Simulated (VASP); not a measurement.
Consider the following.

```yaml
crystal:
  lattice:
    - [0.00000, 3.23681, 3.23681]
    - [3.23681, 0.00000, 3.23681]
    - [3.23681, 3.23681, 0.00000]
  atoms:
    - { symbol: In, position: [0.00000, 0.00000, 0.00000] }
    - { symbol: Sb, position: [0.25000, 0.25000, 0.25000] }
```

Method: vdW-DF-cx, VASP's PBE PAW potentials (set 64) (plane waves; VASP). Numerical set-up: 520 eV cut-off, 10×10×10 Γ-centred mesh, first-order Methfessel-Paxton smearing of 0.10 eV, potentials In_d Sb.

### Question
The job: InSb (zinc blende), 2 atoms, vdW-DF-cx, static run, 520 eV, 10×10×10 Γ-centred mesh. Roughly how much core time does it take on a busy server core?

### Answer
About 60 core-seconds (one run on a shared machine, a rough figure). It had 47 irreducible k-points, 13 bands, up to 1850 plane waves and 14 electronic steps.

The compound is InSb in the zinc blende structure. This cell is one point of a volume scan, at 0.97 of the reference volume.
